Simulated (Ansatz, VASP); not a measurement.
**Cross-check of PbF2 (Fluorocronite) between VASP and Ansatz**

One calculation is typed for both programs; each brings its own data sets. How far apart do they land? The cell is taken from a series of runs on this material, whose earlier steps may have relaxed, scaled, displaced or heated it; both programs get it as it stands.

Main program and level: Ansatz 0.2.0; plane waves, with VASP 6.6.1 beside it; dielectric response at PBE.

## Step 1: The starting structure

It takes space group Fm-3m (No. 225, cubic). Conventional cell: a = 5.927 Å, b = 5.927 Å, c = 5.927 Å, α = 90.00°, β = 90.00°, γ = 90.00°. Nearest to Pb lie 8 F at 2.57 Å. Nearest to F lie 4 Pb at 2.57 Å. Farther neighbours and most contacts between anions are not listed.

## Step 2: Ansatz: dielectric response, PBE

Ansatz runs on its default PAW (the set named soft_2) files.

The response to a field tests empty states and converges slowly with the mesh.

The input, input.yaml:

```yaml
crystal:
  lattice:
    - [0.0, 2.96366, 2.96366]
    - [2.96366, 0.0, 2.96366]
    - [2.96366, 2.96366, 0.0]
  atoms:
    - { symbol: Pb, position: [0.0, 0.0, 0.0] }
    - { symbol: F, position: [0.75, 0.75, 0.75] }
    - { symbol: F, position: [0.25, 0.25, 0.25] }
kpoints:
  mp_grid: { grid: [7, 7, 7] }
scf:
  occupations: { method: fixed }
hamiltonian:
  xc: pbe
  pseudopotentials: { kind: paw }
dielectric: {}
```

Run with:

```console
ansatz run input.yaml --threads 4 --pin off --max-ram 8192MiB --backend cpu --events-out ev --progress --plain --runs-dir out
```

Numbers of over 12 decimals in the logs are rounded to 6 here.

The program printed:

```text
Engine: ansatz 0.2.0, x86_64-unknown-linux-gnu
Pseudopotentials: kind: paw
Pseudopotential: Pb, paw, valence charge 14, recommended cutoff 420 eV (normal), Pb.paw.azcp
Pseudopotential: F, paw, valence charge 7, recommended cutoff 420 eV (normal), F.paw.azcp
Functional definition: PBE
  parameter kappa = 0.804
  parameter beta = 0.066725
  exchange = pbe_x(kappa = kappa, mu = beta*pi^2/3)
  correlation = pbe_c(beta = beta)
Crystal: 3 atoms, lattice volume = 52.061 Å³
Basis set: ecut = 420 eV, 965 PW (Γ), exchange–correlation on 60×60×60 points (8 copies of the dense FFT grid, shifted against one another)
Bands: 18, of which v1, the nominal top of the filled ones, is band 14 counted from 1 (13 counted from 0)
Symmetry: 48 space group operations
k-points: 40 of 343 (irreducible under 8 space group operations, time reversal used)
Non-local potential: Pb, projectors of the file, l = 0: 2, l = 1: 2, l = 2: 2, l = 3: 2
Non-local potential: F, projectors of the file, l = 0: 2, l = 1: 2, l = 2: 1
PAW form: soft (Blöchl's): semilocal exchange-correlation on the pseudo side does not see the compensation charge
PAW one-centre angular grid: Pb, 590 points (default); XC on 64 Gauss nodes
PAW one-centre angular grid: F, 110 points (default); XC on 64 Gauss nodes
Initial density: superposition of atomic densities (neutral atoms: chi_scale 0, normalization atom), corrected by the library's trained network
Initial wavefunctions: pseudopotential atomic-orbital guess
Functional: x = pbe(κ = 0.804, μ = 0.219515), c = pbe(β = 0.066725)
SCF iter   1: F=—  HF=-13524.696513 eV  |F-HF|=—  |Δ(HF+E_count)|=         —  Δρ=4.75e-4  dr2=5.21e-5  ethr=1.77e-3  ⟨swp⟩=5.0  Hψ=3077  notcnv=0  defer=70
preconditioner: auto → none  [insulator: Δε(μ)=4.460 eV  Ē_g=17.170 eV  n_scr=14 (ndim 8)  ℏωp=27.2 eV  f_vac=0.132  ε∞_Penn≈3.5]
SCF iter   2: F=—  HF=-13524.695613 eV  |F-HF|=—  |Δ(HF+E_count)|=   9.00e-4  Δρ=4.56e-4  dr2=4.51e-5  ethr=1.86e-7  ⟨swp⟩=3.4  Hψ=1962  notcnv=0  defer=70
SCF iter   3: F=—  HF=-13524.695636 eV  |F-HF|=—  |Δ(HF+E_count)|=   2.26e-5  Δρ=2.08e-4  dr2=5.42e-6  ethr=1.61e-7  ⟨swp⟩=2.1  Hψ=999  notcnv=0  defer=68
SCF iter   4: F=—  HF=-13524.695686 eV  |F-HF|=—  |Δ(HF+E_count)|=   5.04e-5  Δρ=7.19e-5  dr2=1.34e-6  ethr=1.94e-8  ⟨swp⟩=2.0  Hψ=1228  notcnv=0  defer=68
SCF iter   5: F=—  HF=-13524.695691 eV  |F-HF|=—  |Δ(HF+E_count)|=   4.82e-6  Δρ=3.84e-5  dr2=4.18e-7  ethr=4.78e-9  ⟨swp⟩=2.0  Hψ=1280  notcnv=0  defer=36
SCF iter   6: F=—  HF=-13524.695691 eV  |F-HF|=—  |Δ(HF+E_count)|=   1.56e-7  Δρ=6.01e-6  dr2=7.77e-9  ethr=1.49e-9  ⟨swp⟩=2.1  Hψ=1200  notcnv=0  defer=37
SCF iter   7: F=—  HF=-13524.695691 eV  |F-HF|=—  |Δ(HF+E_count)|=   3.00e-9  Δρ=1.01e-6  dr2=2.49e-10  ethr=2.77e-11  ⟨swp⟩=2.0  Hψ=1197  notcnv=0  defer=40
SCF iter   8: F=-13524.695691 eV  HF=-13524.695691 eV  |F-HF|=3.46e-11  |Δ(HF+E_count)|=  2.55e-11  Δρ=3.95e-7  dr2=4.17e-11  ethr=1.00e-12  ⟨swp⟩=4.3  Hψ=2407  notcnv=0
SCF 1 converged in 8 iterations: F = -13524.695691 eV  dr2 = 4.17e-11
  greatest PAW one-centre occupation: 0.984 electrons in one spin orbital (limit 2), on the Pb atom at site 0 (counted from 0), in its partial waves of l = 2
NSCF: frozen V_eff on 5 k-points
DFPT response loops at Γ: preconditioner auto → none (the input reference at scf.mixing.eps_inf says where Resta's filter doesn't serve); β = 0.50; Broyden in place of MSR1
SCF converged after 8 iterations
Free energy (F): -13524.695691 eV
Harris-Foulkes:  -13524.695691 eV  (|F-HF|=3.46e-11)
Internal energy: -13524.695691 eV  (E = F + TS)
E sigma→0 (E₀):  -13524.695691 eV
Fermi energy:    5.019557 eV
--- Per-component energies (eV) ---
  E_band       = -122.955622
  E_kinetic    = 698.663710
  E_local      = -2254.072700  (includes V_loc(G=0)·N_el)
  E_nonlocal   = 496.992229
  E_hartree    = 866.201885
  E_xc         = -381.863427
  E_vxc        = -338.429942  (∫ρ·V_xc dr)
  E_paw        = -10801.720811  (= ΣΔE_a)
  E_vpaw       = -458.516768  (= ΣTr[D̂ρ^β])
  E_aug_tail   = 0.004116  (compensation charges beyond the density's cutoff)
  E_ewald      = -2148.900692
  E_smearing   = -0.000000  (= −TS)
  E_closure    = -0.000000  (closes the sum)
  Σ components = -13524.695691   (vs F -13524.695691, Δ=0.00e0)
--- Band table (eV; the first three rows and the last of 40) ---
  k-point 0: bands = [... 10 lower, 2.5482, 3.0424, 3.0424, 3.0424, 11.8065, 11.8065, 11.8065, 15.6757]
  k-point 1: bands = [... 10 lower, 2.5078, 3.0108, 3.0108, 3.5531, 11.1577, 11.9703, 11.9703, 16.7924]
  k-point 2: bands = [... 10 lower, 2.4205, 2.9397, 2.9397, 4.3711, 10.3989, 12.3454, 12.3454, 18.1007]
  k-point 39: bands = [... 10 lower, 2.5646, 3.3682, 3.4821, 5.0196, 10.8234, 11.3113, 12.6608, 15.2112]
--- Dielectric response (ions clamped): 1 representative field direction + reference, on 40 of 343 k-points (Σ response iterations 7) ---
  k mesh reduced under 8 symmetry operations, with k and −k counted as one. Each operation leaves every solved perturbation unchanged. A smaller set is not considered because the run solves the response to a homogeneous field
  ε∞ (high-frequency dielectric tensor):
        3.328709    -0.000000    -0.000000
        0.000000     3.328709     0.000000
        0.000000     0.000000     3.328709
  Born effective charges Z* (e; rows j = field, columns β = displacement):
    site 0:
         3.19836    0.00000    0.00000
        -0.00000    3.19836    0.00000
         0.00000    0.00000    3.19836
    site 1:
        -1.59918   -0.00000   -0.00000
         0.00000   -1.59918   -0.00000
         0.00000   -0.00000   -1.59918
    site 2:
        -1.59918   -0.00000   -0.00000
         0.00000   -1.59918    0.00000
         0.00000   -0.00000   -1.59918
  Z* charge neutrality: 5.260e-5 e pre-enforcement
  k-mesh period / interband length: 29.3 Å / 1.21 Å = 24.28 at k = (0.0000, 0.4286, 0.4286), direct gap 4.677 eV — 14 or more, which is no proof of convergence
```

(Continued in part 2 of 2.)

[Lines on the potential files, build, host, timing and source positions are cut from VASP's logs without a mark.]

[Logs are printed without paths, hosts, clocks, repeated set-up lines and the standing remarks that a program may print on its own settings, such as how far it seeks lower states.]

[Hosts, paths, dates, database ids (printed as entryN), source tags and the programs' standing remarks are cut or masked in the printed files.]
